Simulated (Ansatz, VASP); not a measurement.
**Cross-check of GaCo between VASP and Ansatz**

Aim: how closely do two programs agree when they are given the same cell, functional and k mesh? The cell is taken from a series of runs on this material, whose earlier steps may have relaxed, scaled, displaced or heated it; both programs get it as it stands.

Method: plane waves, with VASP 6.6.1 beside it; single point at r2SCAN, in Ansatz 0.2.0.

**1. Set-up**

The structure is cubic, space group Pm-3m (No. 221). Conventional cell: a = 2.878 Å, b = 2.878 Å, c = 2.878 Å, α = 90.00°, β = 90.00°, γ = 90.00°. Nearest to Ga lie 8 Co at 2.49 Å. Co has 8 Ga at 2.49 Å nearest. Farther neighbours are not listed.

**2. Ansatz: single point, r2SCAN, pair 1**

Ansatz runs on its default PAW (the set named soft_2) files.

A single point gives forces, pressure and levels at one fixed geometry, so differences don't come from the geometry; what else differs is listed under the comparison.

input.yaml

```yaml
crystal:
  lattice:
    - [-2.878, 0.0, -2.878]
    - [0.0, -2.878, -2.878]
    - [-2.878, -2.878, 0.0]
  atoms:
    - { symbol: Ga, position: [0.25, 0.25, 0.25] }
    - { symbol: Ga, position: [0.75, 0.75, 0.75] }
    - { symbol: Co, position: [0.5, 0.5, 0.5], spin: 2.0 }
    - { symbol: Co, position: [0.0, 0.0, 0.0], spin: 2.0 }
magnetization:
  spin_polarized: true
kpoints:
  mp_grid: { grid: [12, 12, 12] }
hamiltonian:
  xc: r2scan
scf:
  occupations: { method: fermi_dirac, width: 0.1 }
output:
  eigenvalues: true
```

Run with:

```console
> ansatz run input.yaml --threads 4 --pin off --max-ram 8192MiB --backend cpu --events-out ev --progress --plain --runs-dir out
```

Numbers of over 12 decimals in the logs are rounded to 6 here.

Log:

```text
Engine: ansatz 0.2.0, aarch64-unknown-linux-gnu
Pseudopotentials: kind: paw
Pseudopotential: Ga, paw, valence charge 13, recommended cutoff 500 eV (meta_gga), Ga.paw.azcp
Pseudopotential: Co, paw, valence charge 17, recommended cutoff 500 eV (meta_gga), Co.paw.azcp
Functional definition: r2SCAN
  parameter k0 = 0.174
  parameter k1 = 0.065
  parameter a1 = 4.9479
  exchange = r2scan_x(k0 = k0, k1 = k1, a1 = a1)
  correlation = r2scan_c
Crystal: 4 atoms, lattice volume = 47.676 Å³
Basis set: ecut = 500 eV, 1243 PW (Γ), exchange–correlation on 120×120×120 points (64 copies of the dense FFT grid, shifted against one another)
Bands: 39, of which v1, the nominal top of the filled ones, is band 30 counted from 1 (29 counted from 0)
Symmetry: 96 space group operations
Space group: Pm-3m (ITA 221), of the structure as read, at distance tolerance 3.6e-5 Å
Magnetic group: BNS 221.92 (UNI 1594), of the structure as read, at distance tolerance 3.6e-5 Å
k-points: 72 of 1728
Non-local potential: Ga, projectors of the file, l = 0: 2, l = 1: 2, l = 2: 3, l = 3: 1
Non-local potential: Co, projectors of the file, l = 0: 3, l = 1: 2, l = 2: 3, l = 3: 1
PAW form: soft (Blöchl's): semilocal exchange-correlation on the pseudo side does not see the compensation charge
PAW frozen core: Ga, regenerated for the run's functional (the file was generated under x = pbe(κ = 0.804, μ = 0.219515), c = pbe(β = 0.066725))
PAW frozen core: Co, regenerated for the run's functional (the file was generated under x = pbe(κ = 0.804, μ = 0.219515), c = pbe(β = 0.066725))
PAW one-centre angular grid: Ga, 590 points (default); XC on 160 Gauss nodes
PAW one-centre angular grid: Co, 590 points (default); XC on 160 Gauss nodes
Initial density: superposition of atomic densities (chi_scale 0.1, normalization cell)
Starting moments: Σ|m| = 4 μB on 2 of 4 sites
Initial wavefunctions: pseudopotential atomic-orbital guess
Functional: x = r2scan, c = r2scan; τ floored in thin density (d = 2e-4 eV/Å³)
iter 1 solved again at ethr=1.23e-3 eV; its pass at ethr=3.10e-3 eV (dr2=7.36e-1 eV) is discarded
SCF iter   1: F=—  HF=-17841.008772 eV  |F-HF|=—  |Δ(HF+E_count)|=         —  Δρ=3.08e-2 (↑3.08e-2 ↓2.57e-2)  dr2=7.70e-1  dr2_τ=1.97e-2  dr2_m=8.55e-2  M=3.003 μB ∫|m|=3.679 μB  β_m=1.00  ethr=1.23e-3  ⟨swp⟩=3.0  Hψ=29552  notcnv=0
Mixer restart at iter 1: flushing history
preconditioner: auto → Kerker (q_TF=auto, 2.835 Å⁻¹)  [metal: Δε(μ)=0.028 eV  Ē_g=14.191 eV  σ=0.100 eV  W_gap=0.07  n_scr=14 (ndim 8)  ℏωp=35.7 eV  f_vac=0.000  D(μ)=4.23/eV (n_scr^D=58)]
spin=Collinear: Kerker preconditioning applied to the charge; magnetization (m = ρ↑ − ρ↓) channel mixes plain (no charge-response kernel on spin).
SCF iter   2: F=—  HF=-17841.406483 eV  |F-HF|=—  |Δ(HF+E_count)|=   3.98e-1  Δρ=2.14e-2 (↑1.58e-2 ↓2.14e-2)  dr2=6.08e-1  dr2_τ=3.22e-3  dr2_m=1.13e-2  M=2.772 μB ∫|m|=3.609 μB  β_m=1.00  ethr=1.23e-3  ⟨swp⟩=3.2  Hψ=9866  notcnv=0  defer=45  κ⁻¹=1.0e0(r=1)
SCF iter   3: F=—  HF=-17842.092130 eV  |F-HF|=—  |Δ(HF+E_count)|=   6.86e-1  Δρ=2.27e-2 (↑1.37e-2 ↓2.27e-2)  dr2=5.87e-1  dr2_τ=1.41e-3  dr2_m=2.33e-2  M=2.651 μB ∫|m|=3.505 μB  β_m=1.00  ethr=1.01e-3  ⟨swp⟩=2.0  Hψ=7657  notcnv=0  defer=258  κ⁻¹=1.3e-2(r=2)
SCF iter   4: F=—  HF=-17843.201247 eV  |F-HF|=—  |Δ(HF+E_count)|=    1.11e0  Δρ=1.94e-2 (↑1.11e-2 ↓1.94e-2)  dr2=4.70e-1  dr2_τ=8.86e-4  dr2_m=1.95e-2  M=2.385 μB ∫|m|=3.231 μB  β_m=1.00  ethr=9.78e-4  ⟨swp⟩=2.3  Hψ=7771  notcnv=0  defer=260  κ⁻¹=7.1e-3(r=3)
SCF iter   5: F=—  HF=-17844.124991 eV  |F-HF|=—  |Δ(HF+E_count)|=   9.24e-1  Δρ=7.80e-3 (↑7.49e-3 ↓7.80e-3)  dr2=1.13e-1  dr2_τ=2.08e-3  dr2_m=8.16e-4  M=1.700 μB ∫|m|=2.455 μB  β_m=1.00  ethr=7.83e-4  ⟨swp⟩=3.5  Hψ=12963  notcnv=0  defer=270  κ⁻¹=1.4e-3(r=4)
SCF iter   6: F=—  HF=-17844.292226 eV  |F-HF|=—  |Δ(HF+E_count)|=         —  Δρ=2.59e-2 (↑2.59e-2 ↓1.64e-2)  dr2=2.34e-2  dr2_τ=1.60e-3  dr2_m=1.91e-1  M=1.174 μB ∫|m|=1.828 μB  β_m=1.00  ethr=1.88e-4  ⟨swp⟩=2.2  Hψ=10034  notcnv=0  defer=281
Mixer restart at iter 6: flushing history
SCF iter   7: F=—  HF=-17844.288801 eV  |F-HF|=—  |Δ(HF+E_count)|=   3.42e-3  Δρ=1.12e-2 (↑1.12e-2 ↓2.83e-3)  dr2=2.25e-2  dr2_τ=7.90e-4  dr2_m=1.63e-2  M=1.088 μB ∫|m|=1.698 μB  β_m=1.00  ethr=3.89e-5  ⟨swp⟩=2.0  Hψ=9693  notcnv=0  defer=281  κ⁻¹=1.0e0(r=1)
[...]
SCF iter  10: F=—  HF=-17844.339219 eV  |F-HF|=—  |Δ(HF+E_count)|=   5.20e-4  Δρ=9.71e-4 (↑7.30e-4 ↓9.71e-4)  dr2=3.23e-4  dr2_τ=1.06e-5  dr2_m=9.65e-5  M=0.927 μB ∫|m|=1.415 μB  β_m=1.00  ethr=2.03e-6  ⟨swp⟩=2.0  Hψ=8833  notcnv=0  defer=286  κ⁻¹=6.6e-4(r=4)
SCF iter  11: F=—  HF=-17844.340085 eV  |F-HF|=—  |Δ(HF+E_count)|=   8.66e-4  Δρ=8.68e-4 (↑2.61e-4 ↓8.68e-4)  dr2=2.29e-4  dr2_τ=3.55e-6  dr2_m=6.84e-5  M=0.916 μB ∫|m|=1.399 μB  β_m=1.00  ethr=5.39e-7  ⟨swp⟩=2.1  Hψ=10062  notcnv=0  defer=287  κ⁻¹=1.0e-4(r=5)
SCF iter  12: F=—  HF=-17844.340050 eV  |F-HF|=—  |Δ(HF+E_count)|=   3.49e-5  Δρ=7.28e-4 (↑2.66e-4 ↓7.28e-4)  dr2=1.37e-4  dr2_τ=2.75e-6  dr2_m=6.28e-5  M=0.916 μB ∫|m|=1.400 μB  β_m=1.00  ethr=3.82e-7  ⟨swp⟩=1.0  Hψ=5627  notcnv=0  defer=287  κ⁻¹=4.7e-6(r=6)
SCF iter  13: F=—  HF=-17844.340613 eV  |F-HF|=—  |Δ(HF+E_count)|=   5.63e-4  Δρ=3.37e-4 (↑1.16e-4 ↓3.37e-4)  dr2=6.23e-5  dr2_τ=1.41e-7  dr2_m=7.19e-6  M=0.892 μB ∫|m|=1.362 μB  β_m=1.00  ethr=2.29e-7  ⟨swp⟩=2.0  Hψ=9999  notcnv=0  defer=287  κ⁻¹=1.2e-6(r=7)
SCF iter  14: F=—  HF=-17844.340649 eV  |F-HF|=—  |Δ(HF+E_count)|=   3.61e-5  Δρ=4.63e-5 (↑3.43e-5 ↓4.63e-5)  dr2=1.33e-6  dr2_τ=3.37e-8  dr2_m=2.11e-7  M=0.883 μB ∫|m|=1.347 μB  β_m=1.00  ethr=1.04e-7  ⟨swp⟩=2.0  Hψ=9434  notcnv=0  defer=286  κ⁻¹=7.6e-7(r=8)
SCF iter  15: F=—  HF=-17844.340658 eV  |F-HF|=—  |Δ(HF+E_count)|=   8.43e-6  Δρ=2.16e-5 (↑2.00e-5 ↓2.16e-5)  dr2=3.65e-7  dr2_τ=1.12e-8  dr2_m=1.23e-8  M=0.882 μB ∫|m|=1.346 μB  β_m=1.00  ethr=2.22e-9  ⟨swp⟩=2.0  Hψ=10047  notcnv=0  defer=286  κ⁻¹=1.5e-6(r=8)
SCF iter  16: F=—  HF=-17844.340663 eV  |F-HF|=—  |Δ(HF+E_count)|=   5.24e-6  Δρ=3.54e-5 (↑3.54e-5 ↓7.15e-6)  dr2=3.50e-7  dr2_τ=5.06e-9  dr2_m=1.61e-7  M=0.880 μB ∫|m|=1.344 μB  β_m=1.00  ethr=6.09e-10  ⟨swp⟩=2.3  Hψ=10135  notcnv=0  defer=286  κ⁻¹=2.3e-6(r=8)
SCF iter  17: F=—  HF=-17844.340663 eV  |F-HF|=—  |Δ(HF+E_count)|=   1.78e-7  Δρ=9.80e-6 (↑9.80e-6 ↓4.44e-6)  dr2=1.73e-8  dr2_τ=7.94e-10  dr2_m=1.81e-8  M=0.880 μB ∫|m|=1.343 μB  β_m=1.00  ethr=5.83e-10  ⟨swp⟩=2.0  Hψ=8328  notcnv=0  defer=286  κ⁻¹=1.3e-5(r=8)
SCF iter  18: F=—  HF=-17844.340663 eV  |F-HF|=—  |Δ(HF+E_count)|=   1.97e-7  Δρ=1.29e-5 (↑1.29e-5 ↓1.16e-5)  dr2=2.13e-9  dr2_τ=9.09e-10  dr2_m=6.37e-8  M=0.880 μB ∫|m|=1.343 μB  β_m=1.00  ethr=2.89e-11  ⟨swp⟩=6.8  Hψ=21104  notcnv=0  κ⁻¹=5.6e-7(r=8)
SCF iter  19: F=-17844.340663 eV  HF=-17844.340663 eV  |F-HF|=5.00e-9  |Δ(HF+E_count)|=   8.03e-8  Δρ=4.21e-6 (↑4.21e-6 ↓2.22e-6)  dr2=2.00e-9  dr2_τ=8.39e-11  dr2_m=4.00e-9  M=0.880 μB ∫|m|=1.343 μB  ethr=3.55e-12  ⟨swp⟩=3.9  Hψ=15842  notcnv=0
SCF 1 converged in 19 iterations: F = -17844.340663 eV  dr2 = 2.00e-9
  greatest PAW one-centre occupation: 1.004 electrons in one spin orbital (limit 2), on the Co atom at site 3 (counted from 0), in its partial waves of l = 1
this state was not tested for a lower state beside it, because the mixer in use, unlike msr1, does not test its closes by its own steps (another_mixer; see scf.mixing.algorithm and scf.lower_state_search)
SCF converged after 19 iterations
Magnetization: 0.8797 μB (30.4398 up, 29.5602 down)
Absolute magnetization: 1.3418 μB (∫|ρ↑−ρ↓|, with the PAW one-centre terms)
Spin contamination: 0.0953 ħ² per cell (⟨S²⟩ above its minimum at these occupations)
Per-site moments (μB) at R_I (Å): [(-0.028714, 1.028124), (-0.028714, 1.028124), (0.550408, 1.028124), (0.550408, 1.028124)]
Free energy (F): -17844.340663 eV
Harris-Foulkes:  -17844.340663 eV  (|F-HF|=5.00e-9)
Internal energy: -17844.274238 eV  (E = F + TS)
E sigma→0 (E₀):  -17844.307451 eV
Entropy (-TS):   -0.066425 eV (-16.606 meV/atom)
Fermi energy:    16.543991 eV
--- Per-component energies (eV) ---
  E_band       = -495.187086
  E_kinetic    = 1146.566140
  E_local      = -8981.112569  (includes V_loc(G=0)·N_el)
  E_nonlocal   = 1780.235308
  E_hartree    = 3994.077461
  E_xc         = -440.975146
  E_vxc        = -581.204722  (∫ρ·V_xc dr)
  E_paw        = -7065.936076  (= ΣΔE_a)
  E_vpaw       = -1883.962561  (= ΣTr[D̂ρ^β])
  E_aug_tail   = 0.000011  (compensation charges beyond the density's cutoff)
  E_vtau       = 36.140812  (kinetic-family band-sum trace: ∫τ·v_τ [+ j·A + Jᵃ·Aᵃ] dr)
  E_ewald      = -8275.232815
  E_core_change = -1.896552  (= ΣΔE_core)
  E_smearing   = -0.066425  (= −TS)
  E_closure    = 0.000000  (closes the sum)
  Σ components = -17844.340663   (vs F -17844.340663, Δ=0.00e0)
--- Band table (eV; the first three rows and the last of 144) ---
  k-point 0 ↑: bands = [... 26 lower, 15.7408, 15.9006, 15.9006, 17.8099, 20.7318, 20.7318, 20.7318, 21.5776, ... 5 higher]
  k-point 1 ↑: bands = [... 26 lower, 15.7093, 15.8338, 15.8338, 17.9395, 19.4786, 20.3703, 20.3703, 22.0342, ... 5 higher]
  k-point 2 ↑: bands = [... 26 lower, 15.6135, 15.6501, 15.6501, 17.5625, 18.8481, 19.9442, 19.9442, 21.4969, ... 5 higher]
  k-point 71 ↓: bands = [... 26 lower, 15.2738, 15.2738, 15.7976, 15.7976, 17.6344, 17.6344, 21.8130, 21.8130, ... 5 higher]
```

**3. VASP: single point, r2SCAN, pair 1**

The same cell, functional, mesh and smearing now go to VASP, with its own data sets.

Lines of VASP's logs that name or quote its potential files are left out, and so is its time.

INCAR

```
SYSTEM = GaCo
PREC = Accurate
ENCUT = 580
EDIFF = 1E-06
NELM = 200
ISMEAR = -1
SIGMA = 0.1
LREAL = .FALSE.
ALGO = Normal
METAGGA = R2SCAN
LASPH = .TRUE.
NBANDS = 31
ISPIN = 2
MAGMOM = -0.03 -0.03 0.55 0.55
LMAXMIX = 4
LORBIT = 11
LWAVE = .FALSE.
LCHARG = .FALSE.
ISIF = 2
GGA_COMPAT = .FALSE.
LMIXTAU = .TRUE.
KPAR = 2
```

POSCAR

```
GaCo
1.0
   -2.8780000000      0.0000000000     -2.8780000000
    0.0000000000     -2.8780000000     -2.8780000000
   -2.8780000000     -2.8780000000      0.0000000000
Ga Co
2 2
Direct
    0.2500000000      0.2500000000      0.2500000000
    0.7500000000      0.7500000000      0.7500000000
    0.5000000000      0.5000000000      0.5000000000
    0.0000000000      0.0000000000      0.0000000000
```

KPOINTS

```
Automatic mesh
0
Gamma
12 12 12
0 0 0
```

The projector-augmented-wave data sets are Ga_d and Co (PBE family, release 64).

Run with:

```console
> mpirun -np 2 vasp_std
```

Log:

```text
[banner, memory and clock lines left out]
running    2 mpi-ranks, on    1 nodes
 distrk:  each k-point on    1 cores,    2 groups
 distr:  one band on    1 cores,    1 groups

 POSCAR found type information on POSCAR GaCo
 POSCAR found :  2 types and       4 ions
|                                                                             |
|               ----> ADVICE to this user running VASP <----                  |
|                                                                             |
|     You enforced a specific xc type in the INCAR file but a different       |
|     [... a line on the potential file left out ...]
|     I HOPE YOU KNOW WHAT YOU ARE DOING!                                     |
|                                                                             |

 LDA part: xc-table for (None), standard interpolation
 POSCAR, INCAR and KPOINTS ok, starting setup
 FFT: planning ... GRIDC
 FFT: planning ... GRID_SOFT
 FFT: planning ... GRID
 WAVECAR not read
 entering main loop
       N       E                     dE             d eps       ncg     rms          rms(c)
DAV:   1     0.292057447738E+03    0.29206E+03   -0.21437E+04  9724   0.284E+03
DAV:   2    -0.192393885264E+02   -0.31130E+03   -0.29499E+03  8984   0.515E+02
DAV:   3    -0.562924604971E+02   -0.37053E+02   -0.36144E+02  9684   0.160E+02
DAV:   4    -0.573130829382E+02   -0.10206E+01   -0.10184E+01 10287   0.298E+01
DAV:   5    -0.573605419323E+02   -0.47459E-01   -0.47453E-01 14112   0.526E+00    0.156E+01
DAV:   6    -0.565512088002E+02    0.80933E+00   -0.39071E+01  9649   0.844E+01    0.214E+01
DAV:   7    -0.500647830766E+02    0.64864E+01   -0.17872E+01  9957   0.550E+01    0.182E+00
DAV:   8    -0.501582615458E+02   -0.93478E-01   -0.11637E+00 10747   0.959E+00    0.233E+00
DAV:   9    -0.501174637247E+02    0.40798E-01   -0.26986E-01 10052   0.660E+00    0.644E-01
DAV:  10    -0.501374211973E+02   -0.19957E-01   -0.27923E-02 11708   0.125E+00    0.524E-01
DAV:  11    -0.501407840287E+02   -0.33628E-02   -0.31396E-02 11617   0.150E+00    0.254E-01
DAV:  12    -0.501434361322E+02   -0.26521E-02   -0.11391E-02 12792   0.815E-01    0.429E-01
DAV:  13    -0.501419796237E+02    0.14565E-02   -0.23090E-03 11308   0.605E-01    0.168E-01
DAV:  14    -0.501418429403E+02    0.13668E-03   -0.85241E-04 10718   0.333E-01    0.326E-02
DAV:  15    -0.501418943145E+02   -0.51374E-04   -0.10741E-04 10025   0.882E-02    0.161E-02
DAV:  16    -0.501419033825E+02   -0.90680E-05   -0.82665E-06 10508   0.267E-02    0.808E-03
DAV:  17    -0.501419054697E+02   -0.20871E-05   -0.25928E-06  7137   0.166E-02    0.392E-03
DAV:  18    -0.501419064568E+02   -0.98715E-06   -0.61182E-07  5022   0.835E-03
   1 F= -.50141906E+02 E0= -.50108738E+02  d E =-.663379E-01  mag=     0.8673
```

From OUTCAR (step 3):

```text
ion  position               nearest neighbor table
   1  0.250  0.250  0.250-   4 2.49   4 2.49   4 2.49   3 2.49   4 2.49   3 2.49   3 2.49   3 2.49
                             2 2.88   2 2.88   2 2.88   2 2.88   2 2.88   2 2.88
   2  0.750  0.750  0.750-   3 2.49   3 2.49   3 2.49   3 2.49   4 2.49   4 2.49   4 2.49   4 2.49
                             1 2.88   1 2.88   1 2.88   1 2.88   1 2.88   1 2.88
   3  0.500  0.500  0.500-   1 2.49   1 2.49   1 2.49   1 2.49   2 2.49   2 2.49   2 2.49   2 2.49
                             4 2.88   4 2.88   4 2.88   4 2.88   4 2.88   4 2.88
   4  0.000  0.000  0.000-   2 2.49   2 2.49   2 2.49   1 2.49   2 2.49   1 2.49   1 2.49   1 2.49
                             3 2.88   3 2.88   3 2.88   3 2.88   3 2.88   3 2.88

  LATTYP: Found a face centered cubic cell.
 ALAT       =     5.7560000000

 Subroutine GETGRP returns: Found 48 space group operations
 (whereof 48 operations were pure point group operations)

The static configuration has the point symmetry O_h .

 Found     72 irreducible k-points:

   k-points           NKPTS =     72   k-points in BZ     NKDIM =     72   number of bands    NBANDS=     31

   dimension x,y,z NGX =    32 NGY =   32 NGZ =   32
   dimension x,y,z NGXF=    64 NGYF=   64 NGZF=   64

   ENCUT  =  580.0 eV  42.63 Ry    6.53 a.u.   7.99  7.99  7.99*2*pi/ulx,y,z

   NELECT =      44.0000    total number of electrons

 k-points in reciprocal lattice and weights: Automatic mesh
   0.00000000  0.00000000  0.00000000       0.001
   0.08333333  0.00000000  0.00000000       0.005
   0.16666667  0.00000000  0.00000000       0.005
   0.25000000  0.00000000  0.00000000       0.005
   0.33333333  0.00000000  0.00000000       0.005
   0.41666667  0.00000000  0.00000000       0.005
   0.50000000  0.00000000  0.00000000       0.002
   0.08333333  0.08333333  0.00000000       0.003
   0.16666667  0.08333333  0.00000000       0.014
[...]
-0.33333333  0.50000000  0.16666667       0.007
  -0.25000000  0.50000000  0.25000000       0.003

 average (electrostatic) potential at core
       1 -65.5039       2 -65.5039       3 -83.4178       4 -83.4178

 E-fermi :   9.4317

 spin component 1
 k-point     1 :       0.0000    0.0000    0.0000
  band No.  band energies     occupation
    ...
     17       8.6219      0.99970
     18       8.6219      0.99970
     19       8.6219      0.99970
     20       8.7935      0.99831
     21       8.7935      0.99831
     22      10.6981      0.00000
     23      13.6520      0.00000
     24      13.6520      0.00000
     25      13.6520      0.00000
     26      14.4459      0.00000
    ...

 k-point     2 :       0.0833    0.0000    0.0000
  band No.  band energies     occupation
    ...
     17       8.5528      0.99985
     18       8.5906      0.99978
     19       8.5906      0.99978
     20       8.7274      0.99913
     21       8.7274      0.99913
     22      10.8250      0.00000
     23      12.3833      0.00000
     24      13.2736      0.00000
     25      13.2736      0.00000
     26      14.9468      0.00000
    ...

 k-point     3 :       0.1667    0.0000    0.0000
  band No.  band energies     occupation
    ...
     17       8.3664      0.99998
     18       8.4956      0.99991
     19       8.4956      0.99991
     20       8.5453      0.99986
     21       8.5453      0.99986
     22      10.4509      0.00004
     23      11.7477      0.00000
     24      12.8388      0.00000
     25      12.8388      0.00000
     26      14.4052      0.00000
    ...

 k-point     4 :       0.2500    0.0000    0.0000
  band No.  band energies     occupation
    ...
     18       8.2918      0.99999
     19       8.2918      0.99999
     20       8.3364      0.99998
     21       8.3364      0.99998
     22       9.3550      0.68288
     23      12.2404      0.00000
     24      12.5579      0.00000
     25      12.5579      0.00000
     26      13.7943      0.00000
     27      13.7943      0.00000
    ...

 k-point     5 :       0.3333    0.0000    0.0000
  band No.  band energies     occupation
    ...
     18       8.0294      1.00000
     19       8.0294      1.00000
     20       8.1245      1.00000
     21       8.1245      1.00000
     22       8.5122      0.99990
     23      12.4263      0.00000
     24      12.4263      0.00000
     25      12.7877      0.00000
     26      13.2521      0.00000
     27      13.2521      0.00000
    ...

 k-point     6 :       0.4167    0.0000    0.0000
  band No.  band energies     occupation
    ...
     18       7.8305      1.00000
     19       7.8305      1.00000
     20       7.9048      1.00000
     21       7.9048      1.00000
     22       7.9968      1.00000
     23      12.4295      0.00000
     24      12.4296      0.00000
     25      12.8370      0.00000
     26      12.8370      0.00000
     27      13.2233      0.00000
    ...

  Total       -1.4143414     -1.4143414     -1.4143414     -0.0000000      0.0000000      0.0000000
  in kB      -47.5294166    -47.5294166    -47.5294166     -0.0000000      0.0000000      0.0000000
  external PRESSURE =     -47.5294166 kB  Pullay stress =       0.0000000 kB

  energy-cutoff  :      580.00
  volume of cell :       47.68
      direct lattice vectors                 reciprocal lattice vectors
    -2.878000000  0.000000000 -2.878000000    -0.173731758  0.173731758 -0.173731758
     0.000000000 -2.878000000 -2.878000000     0.173731758 -0.173731758 -0.173731758
    -2.878000000 -2.878000000  0.000000000    -0.173731758 -0.173731758  0.173731758

 POSITION                                       TOTAL-FORCE (eV/Angst)
 -----------------------------------------------------------------------------------
     -1.43900     -1.43900     -1.43900        -0.000000      0.000000      0.000000
     -4.31700     -4.31700     -4.31700         0.000000      0.000000     -0.000000
     -2.87800     -2.87800     -2.87800        -0.000000     -0.000000      0.000000
      0.00000      0.00000      0.00000         0.000000     -0.000000      0.000000
 -----------------------------------------------------------------------------------
    total drift:                                0.000000      0.000000     -0.000000

  FREE ENERGIE OF THE ION-ELECTRON SYSTEM (eV)
  ---------------------------------------------------
  free  energy   TOTEN  =       -50.1419064568 eV

  energy  without entropy=      -50.0755686057  energy(sigma->0) =      -50.10873753

 total charge
# of ion       s       p       d       tot
------------------------------------------
    1        0.817   0.889  10.055  11.762
    2        0.817   0.889  10.055  11.762
    3        0.410   0.478   7.499   8.388
    4        0.410   0.478   7.499   8.388
--------------------------------------------------
tot          2.454   2.735  35.109  40.299

 magnetization (x)
# of ion       s       p       d       tot
------------------------------------------
    1       -0.003  -0.024  -0.015  -0.041
    2       -0.003  -0.024  -0.015  -0.041
    3        0.000  -0.018   0.545   0.528
    4        0.000  -0.018   0.545   0.528
--------------------------------------------------
tot         -0.005  -0.082   1.062   0.974

[... 6 further parts left out ...]
```

The magnetic state follows from one typed start and may not be the lowest. SCAN-type functionals tend to overstate the moments of itinerant magnets.

(Continued in part 2 of 2.)

[Lines on the potential files, build, host, timing and source positions are cut from VASP's logs without a mark.]

[Logs are printed without paths, hosts, clocks, repeated set-up lines and the standing remarks that a program may print on its own settings, such as how far it seeks lower states.]

[Hosts, paths, dates, database ids (printed as entryN), source tags and the programs' standing remarks are cut or masked in the printed files.]
